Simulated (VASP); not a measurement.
Rh: single point with LDA

Crystal: Rh.

```
CELL_PARAMETERS angstrom
2.69175 0.00000 0.00000
-1.34587 2.33112 0.00000
0.00000 0.00000 8.79807
ATOMIC_POSITIONS crystal
Rh 0.00000 0.00000 0.00000
Rh 0.33333 0.66667 0.25000
Rh 0.00000 0.00000 0.50000
Rh 0.66667 0.33333 0.75000
```

This isn't the form of Rh at room conditions, which is fcc.

* Program: VASP 6.6.1
* Task: single point
* Functional: LDA
* Potentials or basis: VASP PAW LDA potentials, release 64 (Rh_pv)
* Cutoff: 520 eV
* k mesh: 6 × 6 × 2
* Occupations: gaussian, width 0.1 eV
* Spin: no spin polarisation
* Dipole correction: no
* Further INCAR settings: ALGO = Normal; EDIFF = 1e-07; NBANDS = 38

| Quantity | Value |
| --- | --- |
| Pressure | -10.3 GPa |
| Band gap on the k mesh | none (metal or under the smearing width) |

Stress tensor (GPa, compression positive):
```
 -8.58   0.00   0.00
  0.00  -8.58   0.00
  0.00   0.00 -13.74
```

Levels at points of the mesh, in eV from the Fermi level:
```
           k point  band 26  band 27  band 28  band 29  band 30  band 31  band 32  band 33  band 34  band 35
(0.00, 0.00, 0.00)    -2.56    -2.56    -1.39    -1.39    -0.83    -0.83    -0.30    -0.30     0.46     0.46
(0.50, 0.00, 0.00)     0.61     0.64     0.64     0.74     0.90     0.90     0.92     1.26     2.30     4.35
(0.00, 0.00, 0.50)    -2.80    -1.14    -1.14    -1.09    -1.09    -1.09    -1.09     0.11     0.11     0.11
(0.50, 0.00, 0.50)    -0.97    -0.07    -0.07     0.67     0.67     0.89     0.89     2.91     2.91     4.28
```

Wall time 12 s on 1 thread of Intel(R) Xeon(R) 6975P-C (Granite Rapids), on a shared host, peak memory 0.15 GiB.

Caveat: the k mesh is coarse (spacing up to 0.45 Å⁻¹), so the values aren't converged.
